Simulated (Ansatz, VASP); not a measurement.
Two plane-wave programs on Zr3MoC

File INCAR:

```
SYSTEM = Zr3MoC
PREC = Accurate
ENCUT = 900
EDIFF = 1E-7
ISMEAR = -1
SIGMA = 0.05
LREAL = .FALSE.
LASPH = .TRUE.
NELM = 60
ALGO = Normal
ISIF = 2
LWAVE = .FALSE.
LCHARG = .FALSE.
LMAXMIX = 4
GGA = PE
```

File KPOINTS:

```
Automatic mesh
0
G
  5 5 5
  0 0 0
```

File POSCAR:

```
Zr3MoC
1.0
    4.9425100000      0.0000000000      0.0000000000
    0.0000000000      4.9425100000      0.0000000000
    0.0000000000      0.0000000000      4.9425100000
Zr Mo C
3 1 1
Direct
    0.5000000000      0.0000000000      0.0000000000
    0.0000000000      0.5000000000      0.0000000000
    0.0000000000      0.0000000000      0.5000000000
    0.0000000000      0.0000000000      0.0000000000
    0.5000000000      0.5000000000      0.5000000000
```

The input KPOINTS_OPT:

```
path GXMGRX,MR
20
line-mode
reciprocal
 0.0000000000  0.0000000000  0.0000000000  G
 0.0000000000  0.5000000000  0.0000000000  X

 0.0000000000  0.5000000000  0.0000000000  X
 0.5000000000  0.5000000000  0.0000000000  M

 0.5000000000  0.5000000000  0.0000000000  M
 0.0000000000  0.0000000000  0.0000000000  G

 0.0000000000  0.0000000000  0.0000000000  G
 0.5000000000  0.5000000000  0.5000000000  R

 0.5000000000  0.5000000000  0.5000000000  R
 0.0000000000  0.5000000000  0.0000000000  X

 0.5000000000  0.5000000000  0.0000000000  M
 0.5000000000  0.5000000000  0.5000000000  R
```

The input input.yaml:

```yaml
crystal:
  lattice:
    - [4.94251, 0.0, 0.0]
    - [0.0, 4.94251, 0.0]
    - [0.0, 0.0, 4.94251]
  atoms:
    - { symbol: Zr, position: [0.5, 0.0, 0.0] }
    - { symbol: Zr, position: [0.0, 0.5, 0.0] }
    - { symbol: Zr, position: [0.0, 0.0, 0.5] }
    - { symbol: Mo, position: [0.0, 0.0, 0.0] }
    - { symbol: C, position: [0.5, 0.5, 0.5] }
hamiltonian:
  xc: pbe
  pseudopotentials: { kind: paw }
kpoints:
  mp_grid: { grid: [5, 5, 5] }
  band_path:
    path:
      - [[0.0, 0.0, 0.0], [0.0, 0.5, 0.0], [0.5, 0.5, 0.0], [0.0, 0.0, 0.0], [0.5, 0.5, 0.5], [0.0, 0.5, 0.0]]
      - [[0.5, 0.5, 0.0], [0.5, 0.5, 0.5]]
    npoints: 14
scf:
  occupations: { method: fermi_dirac, width: 0.05 }
  n_extra_bands: 12
output:
  forces: true
  stress: true
  eigenvalues: true
  fatbands: false
```

The cell was built by a generator and needn't be a form met in nature.

Alike in both runs: task band structure; functional PBE; k mesh 5 × 5 × 5; occupations fermi-dirac, width 0.05 eV; no spin polarisation.

|  | VASP | Ansatz |
| --- | --- | --- |
| version | VASP 6.6.1 | Ansatz 0.2.0 |
| potentials or method | VASP PAW PBE potentials, release 64 (Zr_sv_GW, Mo_sv_GW, C_GW) | Ansatz PAW |
| plane-wave cutoff (eV) | 900 | 420 |
| valence electrons in the cell | 54 | 54 |

|  | VASP | Ansatz | Ansatz less VASP |
| --- | --- | --- | --- |
| gap on the k mesh at the Fermi level (eV) | none | none | - |
| pressure (GPa) | 0.7 | 0.8 | +0.07 |

A gap of «none» marks a metal or a gap that the smearing closes. The functional is the same, so the differences come from potentials, cutoffs and numerics.
